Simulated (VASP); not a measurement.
VASP 6 on Si, 16 atoms, HSE06, 300 eV, 2×2×2 Γ-centred mesh, vasp_std. Each run had one machine to itself; times are medians of up to 3 turns, which differed by up to 1 %. Differences under about 10 % mean little, and other builds and machines will differ.

INCAR of the first run: PREC = Normal; ENCUT = 300; EDIFF = 1E-12; NELM = 9; ALGO = Normal; LREAL = Auto; LASPH = .TRUE.; ISMEAR = 0; SIGMA = 0.05; GGA = PE; HFSCREEN = 0.2; AEXX = 0.25; LHFCALC = .TRUE.; PRECFOCK = Fast; ISYM = 0; LWAVE = .FALSE.; LCHARG = .FALSE.; NELMIN = 9; NCORE = 1

### Question
Which of these is fastest: 48 ranks, NCORE = 1; 48 ranks, NCORE = 2; 48 ranks, NCORE = 4; 48 ranks, NCORE = 8; 48 ranks, NCORE = 16; 48 ranks, NCORE = 24?

### Answer
48 ranks, NCORE = 4, at 1.0 s against 3.3 s for the slowest, 48 ranks, NCORE = 24.
```
run                   seconds an electronic step (mean of the last four of 9)
--------------------  -------------------------------------------------------
48 ranks, NCORE = 1                                                       1.6
48 ranks, NCORE = 2                                                       1.2
48 ranks, NCORE = 4                                                       1.0
48 ranks, NCORE = 8                                                       1.2
48 ranks, NCORE = 16                                                      2.2
48 ranks, NCORE = 24                                                      3.3
```

Runs that failed, blew up or ran out of time are left out.

The cell is a supercell.
